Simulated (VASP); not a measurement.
```
CELL_PARAMETERS angstrom
      1.64544    -2.84999     0.00000
      1.64544     2.84999     0.00000
      0.00000     0.00000    13.02341
ATOMIC_POSITIONS crystal
  W  0.33333 0.66667 0.25000
  W  0.66667 0.33333 0.75000
  Se 0.33333 0.66667 0.87935
  Se 0.66667 0.33333 0.37935
  Se 0.66667 0.33333 0.12065
  Se 0.33333 0.66667 0.62065
```

Method: PBE GGA with D3 dispersion (zero damping), VASP's PBE PAW potentials (set 64) (plane waves; VASP). Settings: 520 eV cut-off, 9×9×2 Γ-centred mesh, tetrahedra with Blöchl corrections, potentials W_sv Se.

Question: What does the run give for the energy per atom (σ→0)?

Answer: 
```json
{
  "energy per atom (σ→0)": "-7.520 eV/atom"
}
```

The compound is WSe2 in the 2H layered structure. It was relaxed first.
